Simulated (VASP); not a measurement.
Given:

```yaml
crystal:
  lattice:
    - [0.00000, 2.97530, 2.97530]
    - [2.97530, 0.00000, 2.97530]
    - [2.97530, 2.97530, 0.00000]
  atoms:
    - { symbol: Sr, position: [0.00000, 0.00000, 0.00000] }
    - { symbol: Te, position: [0.50000, 0.50000, 0.50000] }
```

Computed with LDA (Ceperley-Alder, Perdew-Zunger), VASP's LDA PAW potentials (set 64) (plane waves; VASP 6.6.1). Run with 500 eV cut-off, 8×8×8 Γ-centred mesh, Gaussian smearing of 0.050 eV, potentials Sr_sv Te.

Unless said otherwise, spin-orbit coupling is left out, though it shifts the bands of the heavy elements here.

Q: Estimate the energy per atom (σ→0), pressure, band gap (on the k-mesh) with the smallest direct gap where there is one.

A: 
band gap (on the k-mesh): 0.33 eV
smallest direct gap (on the k-mesh): 1.28 eV
energy per atom (σ→0): -4.212 eV/atom
pressure: 19.92 GPa

Total energies compare only between runs with the same potentials, cut-off and functional.

The compound is SrTe in the rock salt structure. It was relaxed first under an external pressure of 20 GPa.
